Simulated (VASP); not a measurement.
Cu3Pt, 4 atoms in the cell. Symmetry: Pm-3m, No. 221, cubic system. Conventional cell: a = 3.684 Å, b = 3.684 Å, c = 3.684 Å, α = 90.00°, β = 90.00°, γ = 90.00°. Cu (site symmetry 4/mmm) is surrounded by 8 Cu at 2.60 Å and 4 Pt at 2.60 Å. Pt (site symmetry m-3m) is surrounded by 12 Cu at 2.60 Å. The cell comes from a database or a generator and needn't be the stable form of this composition.

* Program: VASP 6.6.1
* Task: single point
* Functional: r2SCAN
* Potentials or basis: VASP PAW PBE potentials, release 64 (Cu, Pt)
* Cutoff: 520 eV
* k mesh: 12 × 12 × 12
* Occupations: gaussian, width 0.1 eV
* Spin: no spin polarisation
* Dipole correction: no
* Further INCAR settings: ALGO = Normal; EDIFF = 1e-07; NBANDS = 30

Potentials or basis: VASP PAW PBE potentials, release 64 (Cu, Pt).

Launch:

```bash
$ cat potpaw_PBE.64/Cu/POTCAR potpaw_PBE.64/Pt/POTCAR > POTCAR
$ cp INCAR.step1 INCAR
$ mpirun -np 1 vasp_std > vasp.out
$ cp INCAR.step2 INCAR
$ mpirun -np 1 vasp_std > vasp.out
```

Hardware: 1 thread of Intel(R) Xeon(R) Platinum 8259CL CPU @ 2.50GHz (Skylake/Cascade Lake), on a shared host.

Problem. Estimate the wall time of this run.

Solution. It took 6 min on 1 thread of Intel(R) Xeon(R) Platinum 8259CL CPU @ 2.50GHz (Skylake/Cascade Lake), with other jobs on the host, peak memory 0.25 GiB. Counts: scf iterations 12, k points 84.
